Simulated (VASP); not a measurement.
NaF: band gap against strain

NaF (rock salt, Fm-3m, 12.407 Å³/atom and stress up to 0.12 GPa in the relaxed cell, cube axes along x, y and z) under an equal strain ε along all three axes. PBEsol in VASP (plane waves, PAW), 600 eV, 12×12×12 Γ-centred mesh, Gaussian smearing 0.05 eV; ions are relaxed, or left where forces stay under 0.02 eV/Å, within the symmetry of each cell. Gaps are the smallest on the run's k-mesh, which can miss an edge that lies off it, without spin-orbit coupling; in all rows the valence edge lies at Γ and the conduction edge at Γ.

Here s stands for strain and Eg for gap.

| strain (%) | gap (eV) |
|---|---|
| -1.50 | 6.418 |
| -1.00 | 6.336 |
| -0.50 | 6.255 |
| 0.00 | 6.176 |
| 0.50 | 6.099 |
| 1.00 | 6.024 |
| 1.50 | 5.951 |
| 3.00 | ? |

Q: Using a straight line, estimate the missing Eg at s = 3.00 from the other rows, showing the fit.

A: Means: s 0, Eg 6.1799. About the means, the sum of products is -1.0905 and the sum of squares of s is 7.0000; the slope is their ratio. Least squares gives Eg = 6.1799 - 0.15579·s. Residuals (row less fit): 0.0044, 0.0003, -0.0028, -0.0039, -0.0030, -0.0001, 0.0048; standard error 0.0039 (degrees of freedom: 5). Over these rows the gap moves by -15.6 ± 0.1 eV per unit strain, or -5.2 eV per unit of ln V. At the withheld row, Eg = 6.1799 - 0.15579 × 3.0 = 5.7125 eV. The calculation gives 5.741 eV, 0.0285 eV above the prediction (4.2 % of the range of Eg in the table). The row lies outside the fitted rows, so this is an extrapolation. From the scatter of the fitted rows alone, a prediction at this place has a standard error of 0.0060 eV, so the miss is 4.8 times that.

A polynomial of degree 2 through the 12 other runs of the series gives 5.743 there, so most of the miss is curvature that the fit leaves out. Other structures, which can take over under pressure, weren't tried. Rows are the converged runs of the series near zero and its far end, less any whose ions stayed unrelaxed beside relaxed ones; series whose fitted rows scatter by over a few per cent of the range, as at a crossing or softening among them, aren't shown in this form. Most that stay on the fit to the last digits aren't either.
